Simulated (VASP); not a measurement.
Output of a VASP run:

**OSZICAR**
```
       N       E                     dE             d eps       ncg     rms          rms(c)
DAV:   1     0.284056089468E+03    0.28406E+03   -0.17253E+04  2376   0.132E+03
DAV:   2    -0.309473578786E+02   -0.31500E+03   -0.30774E+03  2376   0.329E+02
DAV:   3    -0.537085908866E+02   -0.22761E+02   -0.22321E+02  2788   0.105E+02
DAV:   4    -0.544690326353E+02   -0.76044E+00   -0.75728E+00  2872   0.183E+01
DAV:   5    -0.544950522974E+02   -0.26020E-01   -0.26011E-01  2998   0.314E+00    0.291E+01
DAV:   6    -0.617747192932E+02   -0.72797E+01   -0.20490E+02  2958   0.181E+02    0.329E+01
DAV:   7    -0.470738366387E+02    0.14701E+02   -0.57605E+01  2836   0.111E+02    0.702E+00
DAV:   8    -0.475017215954E+02   -0.42788E+00   -0.80110E+00  3276   0.193E+01    0.443E+00
DAV:   9    -0.473251143304E+02    0.17661E+00   -0.86842E-01  3140   0.122E+01    0.889E-01
DAV:  10    -0.473254876039E+02   -0.37327E-03   -0.40209E-02  2769   0.182E+00    0.537E-01
DAV:  11    -0.473232555330E+02    0.22321E-02   -0.11923E-02  3444   0.138E+00    0.148E-01
DAV:  12    -0.473231617199E+02    0.93813E-04   -0.51963E-04  2735   0.163E-01    0.837E-02
DAV:  13    -0.473231245201E+02    0.37200E-04   -0.16673E-04  3727   0.101E-01    0.303E-02
DAV:  14    -0.473231246995E+02   -0.17938E-06   -0.20831E-05  2885   0.502E-02    0.883E-03
DAV:  15    -0.473231243464E+02    0.35308E-06   -0.12440E-06  1542   0.855E-03
   1 F= -.47323124E+02 E0= -.47293960E+02  d E =-.583280E-01
```

**OUTCAR**
```
------------------------ aborting loop because EDIFF is reached ----------------------------------------
  FORCE on cell =-STRESS in cart. coord.  units (eV):
  Direction    XX          YY          ZZ          XY          YZ          ZX
  --------------------------------------------------------------------------------------
  Total        9.8115921      8.2192995      8.9207277      0.0000000      0.0000000      0.0000000
  in kB      173.7350665    145.5401461    157.9604203      0.0000000      0.0000000      0.0000000
  external PRESSURE =     159.0785443 kB  Pullay stress =       0.0000000 kB
  volume of cell :       90.48
      direct lattice vectors                 reciprocal lattice vectors
     5.056705000  0.000000000  0.000000000     0.197757235  0.000000000  0.000000000
     0.000000000  3.266499000  0.000000000     0.000000000  0.306138162  0.000000000
     0.000000000  0.000000000  5.477879000     0.000000000  0.000000000  0.182552408
 POSITION                                       TOTAL-FORCE (eV/Angst)
 -----------------------------------------------------------------------------------
      4.15201      2.44987      3.18988         0.088741      0.000000      0.098144
      0.90470      0.81662      2.28800        -0.088741      0.000000     -0.098144
      3.43305      0.81662      0.45094        -0.088741      0.000000      0.098144
      1.62366      2.44987      5.02694         0.088741      0.000000     -0.098144
      2.56855      0.81662      3.77163         0.145670      0.000000     -0.231396
      2.48815      2.44987      1.70625        -0.145670     -0.000000      0.231396
      5.01650      2.44987      1.03269        -0.145670     -0.000000     -0.231396
      0.04020      0.81662      4.44519         0.145670      0.000000      0.231396
 -----------------------------------------------------------------------------------
    total drift:                               -0.000000      0.000000     -0.000000
  FREE ENERGIE OF THE ION-ELECTRON SYSTEM (eV)
  ---------------------------------------------------
  free  energy   TOTEN  =       -47.3231243464 eV

  energy  without entropy=      -47.2647963780  energy(sigma->0) =      -47.29396036
```
(Selected blocks of OUTCAR.)

File POSCAR:
```
SiNi
1
    5.0567050000     0.0000000000     0.0000000000
    0.0000000000     3.2664990000     0.0000000000
    0.0000000000     0.0000000000     5.4778790000
Si Ni
4 4
Direct
  0.8210900000   0.7500000000   0.5823200000
  0.1789100000   0.2500000000   0.4176800000
  0.6789100000   0.2500000000   0.0823200000
  0.3210900000   0.7500000000   0.9176800000
  0.5079500000   0.2500000000   0.6885200000
  0.4920500000   0.7500000000   0.3114800000
  0.9920500000   0.7500000000   0.1885200000
  0.0079500000   0.2500000000   0.8114800000
```

Reconstruct the remaining input files.

This is not unique; one that fits is the input of the run itself, PBE GGA, plane waves, VASP's PBE PAW potentials (set 64).

**KPOINTS**
```
Regular mesh
0
Gamma
4 6 4
```

### INCAR
```
SYSTEM  =  SiNi
PREC  =  Accurate; ENCUT  =  300; LREAL  =  .FALSE.
LASPH  =  .TRUE.
EDIFF  =  1E-6; NELM  =  100; ALGO  =  Normal
LMAXMIX  =  4
ISMEAR  =  -1; SIGMA  =  0.1
GGA  =  PE
ISIF  =  2
LWAVE  =  .FALSE.; LCHARG  =  .FALSE.
```

POTCAR, in this order: Si Ni (PBE.64 set). Program: vasp_std.

At this cut-off the stress carries a Pulay error, which pulls relaxed volumes low.

The structure comes from a computed database's SiNi entry, a phase known from measurement. The cell was not relaxed at this level. The k-mesh is coarse (spacing up to 0.32 per Å, 2π included), so the numbers may not be converged in it. The run is one of a series of settings (KPOINTS 4×6×4 Γ-centred mesh against the base run), some of them coarse on purpose. The run is not spin-polarised, so no magnetic state was tried.
